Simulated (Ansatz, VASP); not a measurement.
**GaN: VASP beside Ansatz**

Wanted: the spread between two codes on one cell, functional and k mesh. The cell is taken from a series of runs on this material, whose earlier steps may have relaxed, scaled, displaced or heated it; both programs get it as it stands.

Main program and level: Ansatz 0.2.0; plane waves, with VASP 6.6.1 beside it; G0W0 gap at HSE06 form with 60 % exact exchange, screening 0.2078 1/A with an exact-exchange share of 0.6.

### Step 1. The starting structure

Symmetry: F-43m, No. 216, cubic system. The conventional cell has a = 4.507 Å, b = 4.507 Å, c = 4.507 Å, α = 90.00°, β = 90.00°, γ = 90.00°. Nearest to Ga lie 4 N at 1.95 Å. Nearest to N lie 4 Ga at 1.95 Å. Farther neighbours and most contacts between anions are not listed.

Structure file:

```xyz
2
Lattice="0.0000 2.2535 2.2535 2.2535 0.0000 2.2535 2.2535 2.2535 0.0000" Properties=species:S:1:pos:R:3 pbc="T T T"
Ga    0.0000    0.0000    0.0000
N     3.3803    3.3803    3.3803
```

### Step 2. VASP: G0W0 gap, HSE06 form with 60 % exact exchange, screening 0.2078 1/A with an exact-exchange share of 0.6

Quasiparticle shifts depend on high empty states and on the cores, so they are the hardest test of two PAW sets.

Lines of VASP's logs that name or quote its potential files are left out, and so is its time.

The run reads the wave functions of an earlier VASP run, which isn't shown here.

INCAR

```
SYSTEM = GaN
PREC = Accurate
ENCUT = 450
ISMEAR = 0
SIGMA = 0.01
LREAL = .FALSE.
LHFCALC = .TRUE.
AEXX = 0.6
GGA = PE
HFSCREEN = 0.2078
LASPH = .TRUE.
NBANDS = 104
PRECFOCK = Fast
ALGO = EVGW0
NELMGW = 1
ENCUTGW = 150
NOMEGA = 64
NBANDSGW = 24
LWAVE = .FALSE.
LCHARG = .FALSE.
```

POSCAR

```
GaN
1.0
    0.0000000000      2.2535006075      2.2535006075
    2.2535006075      0.0000000000      2.2535006075
    2.2535006075      2.2535006075      0.0000000000
Ga N
1 1
Direct
    0.0000000000      0.0000000000      0.0000000000
    0.7500000000      0.7500000000      0.7500000000
```

KPOINTS

```
Automatic mesh
0
Gamma
8 8 8
0 0 0
```

Potentials, in the order of the species: Ga_d_GW and N_GW (PBE family, release 64).

Launch:

```console
> mpirun -np 8 vasp_std
```

Numbers of over 12 decimals in the logs are rounded to 6 here.

Log:

```text
[banner, memory and clock lines left out]
running    8 mpi-ranks, on    1 nodes
 distrk:  each k-point on    8 cores,    1 groups
 distr:  one band on    1 cores,    8 groups

 POSCAR found type information on POSCAR GaN
 POSCAR found :  2 types and       2 ions
|                                                                             |
|           W    W    AA    RRRRR   N    N  II  N    N   GGGG   !!!           |
|           W    W   A  A   R    R  NN   N  II  NN   N  G    G  !!!           |
|           W    W  A    A  R    R  N N  N  II  N N  N  G       !!!           |
|           W WW W  AAAAAA  RRRRR   N  N N  II  N  N N  G  GGG   !            |
|           WW  WW  A    A  R   R   N   NN  II  N   NN  G    G                |
|           W    W  A    A  R    R  N    N  II  N    N   GGGG   !!!           |
|                                                                             |
|     For optimal performance we recommend to set                             |
|       NCORE = 2 up to number-of-cores-per-socket                            |
|     NCORE specifies how many cores store one orbital (NPAR=cpu/NCORE).      |
|     This setting can greatly improve the performance of VASP for DFT.       |
|     The default, NCORE=1 might be grossly inefficient on modern             |
|     multi-core architectures or massively parallel machines. Do your        |
|     Unfortunately you need to use the default for GW and RPA                |
|     calculations (for HF NCORE is supported but not extensively tested      |
|     yet).                                                                   |
|                                                                             |

|                                                                             |
|           W    W    AA    RRRRR   N    N  II  N    N   GGGG   !!!           |
|           W    W   A  A   R    R  NN   N  II  NN   N  G    G  !!!           |
|           W    W  A    A  R    R  N N  N  II  N N  N  G       !!!           |
|           W WW W  AAAAAA  RRRRR   N  N N  II  N  N N  G  GGG   !            |
|           WW  WW  A    A  R   R   N   NN  II  N   NN  G    G                |
|           W    W  A    A  R    R  N    N  II  N    N   GGGG   !!!           |
|                                                                             |
|     The default for ENCUTGWSOFT is different in this version of VASP.       |
|     please manually set ENCUTGWSOFT =150 in the INCAR file.                 |
|                                                                             |

 LDA part: xc-table for (Slater+PW92), standard interpolation
 found WAVECAR, reading the header
 POSCAR, INCAR and KPOINTS ok, starting setup
 FFT: planning ... GRIDC
 FFT: planning ... GRID_SOFT
 FFT: planning ... GRID
 reading WAVECAR
 the WAVECAR file was read successfully
 initial charge from wavefunction
 available memory per node:     64.84 GB, setting MAXMEM to     66400

 The Fermi energy was updated, please check that it is located mid-gap
 values below the HOMO (VB) or above the LUMO (CB) will cause erroneous energies
 E-fermi :   5.4868

 calculate exact exchange contribution
 the WAVEDER file was read successfully
energies w=
    0.000    0.000    0.609    0.000    1.216    0.000    1.821    0.000
    2.421    0.000    3.017    0.000    3.606    0.000    4.189    0.000
    4.764    0.000    5.332    0.000    5.892    0.000    6.444    0.000
    6.988    0.000    7.525    0.000    8.056    0.000    8.580    0.000
    9.099    0.000    9.613    0.000   10.123    0.000   10.630    0.000
   11.136    0.000   11.640    0.000   12.145    0.000   12.652    0.000
   13.161    0.000   13.674    0.000   14.193    0.000   14.718    0.000
   15.252    0.000   15.797    0.000   16.353    0.000   16.924    0.000
   17.512    0.000   18.118    0.000   18.747    0.000   19.400    0.000
   20.081    0.000   20.795    0.000   21.547    0.000   22.340    0.000
   23.181    0.000   24.078    0.000   25.039    0.000   26.072    0.000
   27.191    0.000   28.408    0.000   29.741    0.000   31.210    0.000
   32.841    0.000   34.665    0.000   36.723    0.000   39.065    0.000
   41.759    0.000   44.893    0.000   48.589    0.000   53.014    0.000
   58.409    0.000   65.130    0.000   73.730    0.000   85.115    0.000
  100.879    0.000  124.111    0.000  161.682    0.000  232.599    0.000
 responsefunction array rank=     120
 LDA part: xc-table for (Slater+PW92), standard interpolation

 min. memory requirement per mpi rank    358.3 MB, per node   2866.3 MB

 allocating   8 responsefunctions rank=   120
 shmem allocating  64 responsefunctions rank=   120
 response function shared by NCSHMEM nodes    1
 Doing            8  frequencies on each core in blocks of           64
NQ=   1    0.0000    0.0000    0.0000,
|.........|.........|.........|.........|.........|.........|.........|.........
 performed       1020000 updates of chi_q(r,r)
 total number of BLAS operations        104.22 Gflops
NQ=   2    0.1250    0.0000    0.0000,
|.........|.........|.........|.........|.........|.........|.........|.........
 performed       2734000 updates of chi_q(r,r)
 total number of BLAS operations        227.99 Gflops
NQ=   3    0.2500    0.0000    0.0000,
|.........|.........|.........|.........|.........|.........|.........|.........
 performed       4448000 updates of chi_q(r,r)
 total number of BLAS operations        359.69 Gflops
NQ=   4    0.3750    0.0000    0.0000,
|.........|.........|.........|.........|.........|.........|.........|.........
 performed       6162000 updates of chi_q(r,r)
 total number of BLAS operations        491.40 Gflops
NQ=   5    0.5000    0.0000    0.0000,
|.........|.........|.........|.........|.........|.........|.........|.........
 performed       7596000 updates of chi_q(r,r)
 total number of BLAS operations        584.36 Gflops
NQ=   6    0.1250    0.1250    0.0000,
|.........|.........|.........|.........|.........|.........|.........|.........
 performed       9270000 updates of chi_q(r,r)
 total number of BLAS operations        710.38 Gflops
NQ=   7    0.2500    0.1250    0.0000,
|.........|.........|.........|.........|.........|.........|.........|.........
 performed      12002000 updates of chi_q(r,r)
 total number of BLAS operations        899.45 Gflops
NQ=   8    0.3750    0.1250    0.0000,
|.........|.........|.........|.........|.........|.........|.........|.........
 performed      14734000 updates of chi_q(r,r)
 total number of BLAS operations       1072.61 Gflops
NQ=   9    0.5000    0.1250    0.0000,
|.........|.........|.........|.........|.........|.........|.........|.........
 performed      17466000 updates of chi_q(r,r)
 total number of BLAS operations       1269.90 Gflops
NQ=  10   -0.3750    0.1250    0.0000,
|.........|.........|.........|.........|.........|.........|.........|.........
 performed      20198000 updates of chi_q(r,r)
 total number of BLAS operations       1467.19 Gflops
NQ=  11   -0.2500    0.1250    0.0000,
|.........|.........|.........|.........|.........|.........|.........|.........
 performed      22930000 updates of chi_q(r,r)
 total number of BLAS operations       1664.48 Gflops
NQ=  12   -0.1250    0.1250    0.0000,
|.........|.........|.........|.........|.........|.........|.........|.........
 performed      25183000 updates of chi_q(r,r)
 total number of BLAS operations       1827.17 Gflops
NQ=  13    0.2500    0.2500    0.0000,
|.........|.........|.........|.........|.........|.........|.........|.........
 performed      26857000 updates of chi_q(r,r)
 total number of BLAS operations       1963.80 Gflops
NQ=  14    0.3750    0.2500    0.0000,
|.........|.........|.........|.........|.........|.........|.........|.........
 performed      29589000 updates of chi_q(r,r)
 total number of BLAS operations       2148.82 Gflops
NQ=  15    0.5000    0.2500    0.0000,
|.........|.........|.........|.........|.........|.........|.........|.........
 performed      32321000 updates of chi_q(r,r)
 total number of BLAS operations       2354.51 Gflops
NQ=  16   -0.3750    0.2500    0.0000,
|.........|.........|.........|.........|.........|.........|.........|.........
 performed      35053000 updates of chi_q(r,r)
 total number of BLAS operations       2560.19 Gflops
NQ=  17   -0.2500    0.2500    0.0000,
|.........|.........|.........|.........|.........|.........|.........|.........
 performed      37306000 updates of chi_q(r,r)
 total number of BLAS operations       2716.10 Gflops
NQ=  18    0.3750    0.3750    0.0000,
|.........|.........|.........|.........|.........|.........|.........|.........
 performed      38980000 updates of chi_q(r,r)
 total number of BLAS operations       2829.47 Gflops
NQ=  19    0.5000    0.3750    0.0000,
|.........|.........|.........|.........|.........|.........|.........|.........
 performed      41712000 updates of chi_q(r,r)
 total number of BLAS operations       3035.15 Gflops
NQ=  20   -0.3750    0.3750    0.0000,
|.........|.........|.........|.........|.........|.........|.........|.........
 performed      43965000 updates of chi_q(r,r)
 total number of BLAS operations       3219.04 Gflops
NQ=  21    0.5000    0.5000    0.0000,
|.........|.........|.........|.........|.........|.........|.........|.........
 performed      45264000 updates of chi_q(r,r)
 total number of BLAS operations       3307.06 Gflops
NQ=  22    0.3750    0.2500    0.1250,
|.........|.........|.........|.........|.........|.........|.........|.........
 performed      48276000 updates of chi_q(r,r)
 total number of BLAS operations       3506.60 Gflops
NQ=  23    0.5000    0.2500    0.1250,
|.........|.........|.........|.........|.........|.........|.........|.........
 performed      51707000 updates of chi_q(r,r)
 total number of BLAS operations       3749.16 Gflops
NQ=  24   -0.3750    0.2500    0.1250,
|.........|.........|.........|.........|.........|.........|.........|.........
 performed      54539000 updates of chi_q(r,r)
 total number of BLAS operations       3957.99 Gflops
NQ=  25    0.5000    0.3750    0.1250,
|.........|.........|.........|.........|.........|.........|.........|.........
 performed      57551000 updates of chi_q(r,r)
 total number of BLAS operations       4189.41 Gflops
NQ=  26   -0.3750    0.3750    0.1250,
|.........|.........|.........|.........|.........|.........|.........|.........
 performed      60982000 updates of chi_q(r,r)
 total number of BLAS operations       4458.46 Gflops
NQ=  27   -0.2500    0.3750    0.1250,
|.........|.........|.........|.........|.........|.........|.........|.........
 performed      63814000 updates of chi_q(r,r)
 total number of BLAS operations       4662.96 Gflops
NQ=  28   -0.3750    0.5000    0.1250,
|.........|.........|.........|.........|.........|.........|.........|.........
 performed      66072000 updates of chi_q(r,r)
 total number of BLAS operations       4843.63 Gflops
NQ=  29   -0.2500    0.5000    0.2500,
|.........|.........|.........|.........|.........|.........|.........|.........
 performed      67726000 updates of chi_q(r,r)
 total number of BLAS operations       4975.97 Gflops
 resolving degeneracies of screened two electron integrals

 calculate QP shifts <psi_nk| G(iteration)W_0 |psi_nk>: iteration 1
 entering main loop
```

Parts of OUTCAR (step 2):

```text
ion  position               nearest neighbor table
   1  0.000  0.000  0.000-   2 1.95   2 1.95   2 1.95   2 1.95
   2  0.750  0.750  0.750-   1 1.95   1 1.95   1 1.95   1 1.95

  LATTYP: Found a face centered cubic cell.
 ALAT       =     4.5070012150

 Subroutine GETGRP returns: Found 24 space group operations
 (whereof 24 operations were pure point group operations)

The static configuration has the point symmetry T_d .

 Found     29 irreducible k-points:

   k-points           NKPTS =     29   k-points in BZ     NKDIM =    512   number of bands    NBANDS=    104

   dimension x,y,z NGX =    24 NGY =   24 NGZ =   24
   dimension x,y,z NGXF=    48 NGYF=   48 NGZF=   48

   ENCUT  =  450.0 eV  33.07 Ry    5.75 a.u.   5.51  5.51  5.51*2*pi/ulx,y,z

   NELECT =      18.0000    total number of electrons

  energy-cutoff  :      450.00
  volume of cell :       22.89
      direct lattice vectors                 reciprocal lattice vectors
     0.000000000  2.253500607  2.253500607    -0.221877020  0.221877020  0.221877020
     2.253500607  0.000000000  2.253500607     0.221877020 -0.221877020  0.221877020
     2.253500607  2.253500607  0.000000000     0.221877020  0.221877020 -0.221877020

 k-points in reciprocal lattice and weights: Automatic mesh
   0.00000000  0.00000000  0.00000000       0.002
   0.12500000  0.00000000  0.00000000       0.016
   0.25000000  0.00000000  0.00000000       0.016
   0.37500000  0.00000000  0.00000000       0.016
   0.50000000  0.00000000  0.00000000       0.008
   0.12500000  0.12500000  0.00000000       0.012
   0.25000000  0.12500000  0.00000000       0.047
   0.37500000  0.12500000  0.00000000       0.047
   0.50000000  0.12500000  0.00000000       0.047
[...]
-0.37500000  0.50000000  0.12500000       0.023
  -0.25000000  0.50000000  0.25000000       0.012

 E-fermi :   5.4868

 QP shifts <psi_nk| G(iteration)W_0 |psi_nk>: iteration 1
 for sc-GW calculations column KS-energies equals QP-energies in previous step
 and V_xc(KS)=  KS-energies - (<T + V_ion + V_H > + <T+V_H+V_ion>^1  + <V_x>^1)
 k-point   1 :       0.0000    0.0000    0.0000
  band No.  KS-energies  QP-energies   sigma(KS)   V_xc(KS)     V^pw_x(r,r')   Z            occupation Imag(sigma)
    ...
      6     -15.2731     -13.0338     -27.5015     -30.2777     -35.5730       0.8066       2.0000       0.0989
      7       3.0282       3.8277     -18.6704     -19.6320     -21.2649       0.8315       2.0000       0.0405
      8       3.0282       3.8277     -18.6704     -19.6320     -21.2649       0.8315       2.0000       0.0405
      9       3.0282       3.8277     -18.6704     -19.6320     -21.2649       0.8315       2.0000       0.0405
     10       7.9453       8.0502     -11.5353     -11.6576      -8.0498       0.8574       0.0000      -0.0440
     11      17.2942      17.0942      -9.6455      -9.4119      -5.1164       0.8560       0.0000      -0.0689
     12      17.2942      17.0942      -9.6455      -9.4119      -5.1164       0.8560       0.0000      -0.0689
     13      17.2942      17.0942      -9.6455      -9.4119      -5.1164       0.8560       0.0000      -0.0689
    ...

 k-point   2 :       0.1250    0.0000    0.0000
  band No.  KS-energies  QP-energies   sigma(KS)   V_xc(KS)     V^pw_x(r,r')   Z            occupation Imag(sigma)
    ...
      6     -15.2748     -13.0357     -27.4981     -30.2752     -35.5708       0.8063       2.0000       0.0992
      7       1.4340       2.2089     -17.7023     -18.6378     -20.3565       0.8283       2.0000       0.0434
      8       2.8416       3.6381     -18.5509     -19.5092     -21.1647       0.8311       2.0000       0.0409
      9       2.8416       3.6381     -18.5509     -19.5092     -21.1647       0.8311       2.0000       0.0409
     10       9.0934       9.2148     -12.0240     -12.1665      -8.4951       0.8516       0.0000      -0.0440
     11      16.5880      16.4039      -9.8798      -9.6642      -5.3713       0.8535       0.0000      -0.0690
     12      17.5902      17.3683      -9.7497      -9.4891      -5.1575       0.8518       0.0000      -0.0715
     13      17.5902      17.3683      -9.7497      -9.4891      -5.1575       0.8518       0.0000      -0.0715
    ...

 k-point   3 :       0.2500    0.0000    0.0000
  band No.  KS-energies  QP-energies   sigma(KS)   V_xc(KS)     V^pw_x(r,r')   Z            occupation Imag(sigma)
    ...
      6     -14.5652     -12.2537     -22.3075     -25.2201     -29.7553       0.7936       2.0000       0.5038
      7      -1.4088      -0.5306     -16.7560     -17.8333     -19.8888       0.8152       2.0000       0.0603
      8       2.4241       3.2173     -18.3087     -19.2648     -20.9673       0.8297       2.0000       0.0419
      9       2.4241       3.2173     -18.3087     -19.2648     -20.9673       0.8297       2.0000       0.0419
     10      10.5773      10.6045     -11.5615     -11.5934      -7.6998       0.8517       0.0000      -0.0511
     11      15.8001      15.6172     -10.6935     -10.4760      -6.1460       0.8415       0.0000      -0.0716
     12      17.7981      17.5578      -9.7716      -9.4884      -5.1484       0.8483       0.0000      -0.0756
     13      17.7981      17.5578      -9.7716      -9.4884      -5.1484       0.8483       0.0000      -0.0756
    ...

 k-point   4 :       0.3750    0.0000    0.0000
  band No.  KS-energies  QP-energies   sigma(KS)   V_xc(KS)     V^pw_x(r,r')   Z            occupation Imag(sigma)
    ...
      6     -13.4613     -11.1588     -21.6505     -24.5744     -28.8973       0.7875       2.0000       0.5278
      7      -3.9767      -2.9803     -15.7548     -17.0073     -19.3162       0.7956       2.0000       0.0867
      8       2.0485       2.8429     -18.1127     -19.0717     -20.8115       0.8284       2.0000       0.0430
      9       2.0485       2.8429     -18.1127     -19.0717     -20.8115       0.8284       2.0000       0.0430
     10      11.1892      11.1727     -10.8039     -10.7846      -6.8251       0.8573       0.0000      -0.0544
     11      15.7474      15.4909     -11.3733     -11.0625      -6.6355       0.8256       0.0000      -0.0799
     12      17.4028      17.1962      -9.6175      -9.3747      -5.1076       0.8512       0.0000      -0.0734
     13      17.4028      17.1962      -9.6175      -9.3747      -5.1076       0.8512       0.0000      -0.0734
    ...

[... 4 further parts left out ...]
```

(Continued in part 2 of 2.)

[Lines on the potential files, build, host, timing and source positions are cut from VASP's logs without a mark.]

[Logs are printed without paths, hosts, clocks, repeated set-up lines and the standing remarks that a program may print on its own settings, such as how far it seeks lower states.]

[Hosts, paths, dates, database ids (printed as entryN), source tags and the programs' standing remarks are cut or masked in the printed files.]
